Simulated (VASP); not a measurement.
Wanted: the native input for a VASP 6.6.1 run.

```
Task                   : single point
Functional             : PBE
Potentials or basis    : VASP PAW PBE potentials, release 64 (Zn, Mg, C)
Cutoff                 : 520 eV
k mesh                 : 8 × 4 × 4
Occupations            : fermi-dirac, width 0.05 eV
Spin                   : no spin polarisation
Further INCAR settings : ALGO = Normal; EDIFF = 1e-07; NBANDS = 24
```

The structure of Mg6ZnC lies in POSCAR:

```
Mg6ZnC
1.0
    3.4419260000      0.0000000000      0.0000000000
    0.0000000000      4.2769015000      5.0963815000
    0.0000000000     -4.2769015000      5.0963815000
Zn Mg C
1 6 1
Direct
    0.0000000000      0.9121460000      0.9121460000
    0.5000000000      0.1310530000      0.1310530000
    0.5000000000      0.1295030000      0.6539590000
    0.5000000000      0.6539590000      0.1295030000
    0.0000000000      0.3813980000      0.3813980000
    0.0000000000      0.4722730000      0.7953950000
    0.0000000000      0.7953950000      0.4722730000
    0.5000000000      0.5242730000      0.5242730000
```

The cell comes from a database or a generator and needn't be the stable form of this composition.

These files were run (other wordings do the same):

INCAR

```
ALGO = Normal
EDIFF = 1E-7
ENCUT = 520
GGA = PE
ISIF = 2
ISMEAR = -1
LASPH = True
LCHARG = True
LELF = True
LREAL = False
LVHAR = True
LWAVE = False
NBANDS = 24
NELM = 80
PREC = Accurate
SIGMA = 0.05
```

KPOINTS

```
k-points
0
Gamma
  8 4 4
```

Potentials or basis: VASP PAW PBE potentials, release 64 (Zn, Mg, C).

The run is started by

```bash
$ cat potpaw_PBE.64/Zn/POTCAR potpaw_PBE.64/Mg/POTCAR potpaw_PBE.64/C/POTCAR > POTCAR
$ mpirun -np 1 vasp_std > vasp.out
```

Results of the run:

The pressure is -0.3 GPa. The largest force is 0.146 eV/Å and the band gap on the k mesh is none (metal or under the smearing width).

It took 2.5 min on 1 thread of Intel(R) Xeon(R) Platinum 8375C CPU @ 2.90GHz (Ice Lake), with other jobs on the host, peak memory 0.32 GiB.
